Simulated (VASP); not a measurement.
Data:

```yaml
crystal:
  lattice:
    - [3.31010, 0.00000, 0.00000]
    - [0.00000, 3.31010, 0.00000]
    - [0.00000, 0.00000, 3.31010]
  atoms:
    - { symbol: In, position: [0.50000, 0.50000, 0.50000] }
    - { symbol: Pd, position: [0.00000, 0.00000, 0.00000] }
```

Level of theory: RPBE GGA, VASP's PBE PAW potentials (set 64) (plane waves; VASP). Numerical set-up: 520 eV cut-off, 11×11×11 Γ-centred mesh, first-order Methfessel-Paxton smearing of 0.10 eV, potentials In_d Pd.

### Question
Give the stress tensor in GPa (positive for a compressed cell).

### Answer

```
2.68  0.00  0.00
0.00  2.68  0.00
0.00  0.00  2.68
```
The pressure is its mean diagonal, 2.68 GPa.

The compound is PdIn in the CsCl type structure. This cell is one point of a volume scan, at 0.97 of the reference volume. The electron count is odd and the run is not spin-polarised, which forces a metal.
